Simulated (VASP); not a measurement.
Output of a VASP run:

### OSZICAR
```
...
       N       E                     dE             d eps       ncg     rms          rms(c)
DAV:   1    -0.382117207272E+02   -0.33910E-02   -0.42665E-01   892   0.398E+00    0.175E-01
DAV:   2    -0.382122266246E+02   -0.50590E-03   -0.10052E-02  1256   0.623E-01    0.900E-02
DAV:   3    -0.382121665641E+02    0.60060E-04   -0.62809E-04  1427   0.143E-01    0.634E-02
DAV:   4    -0.382121328384E+02    0.33726E-04   -0.66758E-05  1115   0.400E-02    0.245E-02
DAV:   5    -0.382121306232E+02    0.22151E-05   -0.14846E-05   604   0.207E-02
   9 F= -.38212131E+02 E0= -.38213254E+02  d E =-.844946E-02
       N       E                     dE             d eps       ncg     rms          rms(c)
DAV:   1    -0.382162267187E+02   -0.40939E-02   -0.13468E-01   882   0.233E+00    0.100E-01
DAV:   2    -0.382163099756E+02   -0.83257E-04   -0.28250E-03  1261   0.347E-01    0.505E-02
DAV:   3    -0.382162890721E+02    0.20903E-04   -0.19261E-04  1435   0.781E-02    0.349E-02
DAV:   4    -0.382162794247E+02    0.96474E-05   -0.15292E-05   711   0.223E-02
  10 F= -.38216279E+02 E0= -.38217331E+02  d E =-.414880E-02
       N       E                     dE             d eps       ncg     rms          rms(c)
DAV:   1    -0.382183578330E+02   -0.20688E-02   -0.28015E-01   882   0.336E+00    0.145E-01
DAV:   2    -0.382185372654E+02   -0.17943E-03   -0.57810E-03  1258   0.498E-01    0.731E-02
DAV:   3    -0.382184928515E+02    0.44414E-04   -0.38064E-04  1456   0.110E-01    0.504E-02
DAV:   4    -0.382184722401E+02    0.20611E-04   -0.36804E-05   985   0.320E-02    0.123E-02
DAV:   5    -0.382184721352E+02    0.10494E-06   -0.61439E-06   571   0.155E-02
  11 F= -.38218472E+02 E0= -.38219481E+02  d E =-.634151E-02
       N       E                     dE             d eps       ncg     rms          rms(c)
DAV:   1    -0.382227814975E+02   -0.43093E-02   -0.18336E-01   882   0.275E+00    0.111E-01
DAV:   2    -0.382229769897E+02   -0.19549E-03   -0.32555E-03  1399   0.378E-01    0.591E-02
DAV:   3    -0.382229481402E+02    0.28850E-04   -0.12869E-04  1325   0.630E-02    0.388E-02
DAV:   4    -0.382229344606E+02    0.13680E-04   -0.27771E-05   860   0.266E-02    0.564E-03
DAV:   5    -0.382229340195E+02    0.44111E-06   -0.48720E-06   581   0.141E-02
  12 F= -.38222934E+02 E0= -.38223941E+02  d E =-.446188E-02
       N       E                     dE             d eps       ncg     rms          rms(c)
DAV:   1    -0.382251578272E+02   -0.22234E-02   -0.47397E-01   882   0.442E+00    0.178E-01
DAV:   2    -0.382256655887E+02   -0.50776E-03   -0.83920E-03  1399   0.606E-01    0.941E-02
DAV:   3    -0.382255937565E+02    0.71832E-04   -0.33315E-04  1405   0.101E-01    0.625E-02
DAV:   4    -0.382255589334E+02    0.34823E-04   -0.76720E-05  1128   0.420E-02    0.115E-02
DAV:   5    -0.382255567568E+02    0.21766E-05   -0.12141E-05   654   0.198E-02
  13 F= -.38225557E+02 E0= -.38226489E+02  d E =-.708462E-02
       N       E                     dE             d eps       ncg     rms          rms(c)
DAV:   1    -0.382266408917E+02   -0.10820E-02   -0.13113E-01   882   0.212E+00    0.102E-01
DAV:   2    -0.382267939691E+02   -0.15308E-03   -0.39038E-03  1236   0.380E-01    0.512E-02
DAV:   3    -0.382267798976E+02    0.14072E-04   -0.25630E-04  1395   0.915E-02    0.402E-02
DAV:   4    -0.382267708754E+02    0.90222E-05   -0.15810E-05   682   0.238E-02
  14 F= -.38226771E+02 E0= -.38227635E+02  d E =-.121412E-02
```

**OUTCAR**
```
------------------------ aborting loop because EDIFF is reached ----------------------------------------
  FORCE on cell =-STRESS in cart. coord.  units (eV):
  Direction    XX          YY          ZZ          XY          YZ          ZX
  --------------------------------------------------------------------------------------
  Total       -2.3684231     -3.9491123     -0.2722040      0.8836330     -0.0210609     -0.0470936
  in kB       -8.8488708    -14.7546205     -1.0170048      3.3014178     -0.0786875     -0.1759504
  external PRESSURE =      -8.2068320 kB  Pullay stress =       0.0000000 kB
  volume of cell :      428.83
      direct lattice vectors                 reciprocal lattice vectors
     4.913580554  0.000000000  0.000000000     0.203517575 -0.182031658  0.000000000
     3.275720039  3.662366249  0.000000000     0.000000000  0.273047514  0.000000000
     0.000000000  0.000000000 23.829897425     0.000000000  0.000000000  0.041964092
 POSITION                                       TOTAL-FORCE (eV/Angst)
 -----------------------------------------------------------------------------------
      5.15434      2.30509      7.95731         0.004893      0.002188      0.017943
      7.62554      3.41024      8.63683        -0.009868     -0.004413      0.013810
      1.94134      0.86819      9.65451         0.000530      0.000237      0.000339
      4.40377      1.96943     10.55738         0.026247      0.011738      0.001441
      6.94253      3.10479     11.45156        -0.004350     -0.001945     -0.007207
      1.24677      0.55757     12.37833         0.004350      0.001945      0.007207
      3.78553      1.69294     13.27252        -0.026247     -0.011738     -0.001441
      6.24796      2.79417     14.17539        -0.000530     -0.000237     -0.000339
      0.56377      0.25212     15.19307         0.009868      0.004413     -0.013810
      3.03496      1.35728     15.87259        -0.004893     -0.002188     -0.017943
 -----------------------------------------------------------------------------------
    total drift:                                0.000000      0.000000     -0.000000
  FREE ENERGIE OF THE ION-ELECTRON SYSTEM (eV)
  ---------------------------------------------------
  free  energy   TOTEN  =       -38.2267708754 eV

  energy  without entropy=      -38.2293644339  energy(sigma->0) =      -38.22763539

 reached required accuracy - stopping structural energy minimisation
```
(Selected blocks of OUTCAR.)

File POSCAR:
```
Al(210) slab
1
    4.9135805535    -0.0000000000    -0.0000000000
    3.2757200388     3.6623662495     0.0000000000
    0.0000000000     0.0000000000    23.8298974248
Al
10
Direct
  0.6500000000   0.6500000000   0.3305940000
  0.9500000000   0.9500000000   0.3682400000
  0.2500000000   0.2500000000   0.4058860000
  0.5500000000   0.5500000000   0.4435310000
  0.8500000000   0.8500000000   0.4811770000
  0.1500000000   0.1500000000   0.5188230000
  0.4500000000   0.4500000000   0.5564690000
  0.7500000000   0.7500000000   0.5941140000
  0.0500000000   0.0500000000   0.6317600000
  0.3500000000   0.3500000000   0.6694060000
```

Problem. Reconstruct the remaining input files.

Solution. Several could match; the one computed here: the input of the run itself, PBEsol GGA, plane waves, VASP's PBE PAW potentials (set 64).

### INCAR
```
EDIFFG = -0.03
EDIFF = 1E-5   ! SCF stop (eV)
SIGMA = 0.1   ! width (eV)
ALGO = Normal   ! blocked Davidson
NELMIN = 4
LASPH = .True.
ENCUT = 400
PREC = Normal
LREAL = .False.
IDIPOL = 3
NELM = 100   ! most electronic steps
GGA = PS   ! PBEsol
LDIPOL = .True.
ISMEAR = 1   ! Methfessel-Paxton
IBRION = 2
NSW = 50
DIPOL = 0.5 0.5 0.5
SYSTEM = Al(210) slab
LWAVE = .True.
ISIF = 2   ! forces and stress, cell fixed
LCHARG = .False.
```

### KPOINTS
```
Automatic mesh
0
G
8 8 1
0 0 0
```

POTCAR, in this order: Al (PBE.64 set). Program: vasp_std.

The cell is a thin slab with vacuum, built from Al (fcc): (210) face.
